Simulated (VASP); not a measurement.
The input files of a VASP run:

### KPOINTS
```
Automatic mesh
0
Gamma
6 6 6
0 0 0
```

**INCAR**
```
SYSTEM = GaAs
PREC = Accurate
ENCUT = 400
EDIFF = 1E-6
NELM = 100
ALGO = Normal
LREAL = .FALSE.
LASPH = .TRUE.
ISMEAR = 0
SIGMA = 0.05
GGA = PE
LMAXMIX = 4
LWAVE = .FALSE.
LCHARG = .FALSE.
ISIF = 2
ISPIN = 2
MAGMOM = 1.0 1.0 1.0
```

### POSCAR
```
GaAs
1
    0.0000000000     2.8250000000     2.8250000000
    2.8250000000     0.0000000000     2.8250000000
    2.8250000000     2.8250000000     0.0000000000
Ga As
1 1
Direct
  0.0000000000   0.0000000000   0.0000000000
  0.2500000000   0.2500000000   0.2500000000
```

POTCAR, in this order: Ga_d As (PBE.64 set). Program: vasp_std.

One choice in this input is risky. Which, and does it do harm here?

The risk: MAGMOM holds more values than there are atoms. Here it does no harm: the run (PBE GGA, plane waves, VASP's PBE PAW potentials (set 64)) converges to the same energy and pressure as with the safe setting.
OSZICAR:
```
       N       E                     dE             d eps       ncg     rms          rms(c)
DAV:   1     0.750217528101E+02    0.75022E+02   -0.80365E+03   904   0.155E+03
DAV:   2    -0.235084284635E+01   -0.77373E+02   -0.74496E+02   992   0.287E+02
DAV:   3    -0.791223744569E+01   -0.55614E+01   -0.55203E+01  1142   0.669E+01
DAV:   4    -0.799711841283E+01   -0.84881E-01   -0.84853E-01   998   0.924E+00
DAV:   5    -0.799870301944E+01   -0.15846E-02   -0.15846E-02  1142   0.109E+00    0.736E+00
DAV:   6    -0.820456751920E+01   -0.20586E+00   -0.32887E-01  1172   0.929E+00    0.309E+00
DAV:   7    -0.822514422571E+01   -0.20577E-01   -0.75626E-02   970   0.275E+00    0.133E+00
DAV:   8    -0.822225100384E+01    0.28932E-02   -0.21901E-02  1034   0.119E+00    0.448E-01
DAV:   9    -0.822329230665E+01   -0.10413E-02   -0.28933E-03  1024   0.490E-01    0.198E-01
DAV:  10    -0.822374083185E+01   -0.44853E-03   -0.79558E-04  1012   0.224E-01    0.535E-02
DAV:  11    -0.822380917911E+01   -0.68347E-04   -0.12575E-04  1070   0.131E-01    0.302E-02
DAV:  12    -0.822385108277E+01   -0.41904E-04   -0.37999E-05   994   0.667E-02    0.128E-02
DAV:  13    -0.822386001262E+01   -0.89299E-05   -0.19692E-05   986   0.386E-02    0.469E-03
DAV:  14    -0.822385958077E+01    0.43185E-06   -0.10310E-06   836   0.970E-03
   1 F= -.82238596E+01 E0= -.82238596E+01  d E =-.219697E-15  mag=    -0.0000
```

The compound is GaAs in the zinc blende structure. The cell was not relaxed at this level.
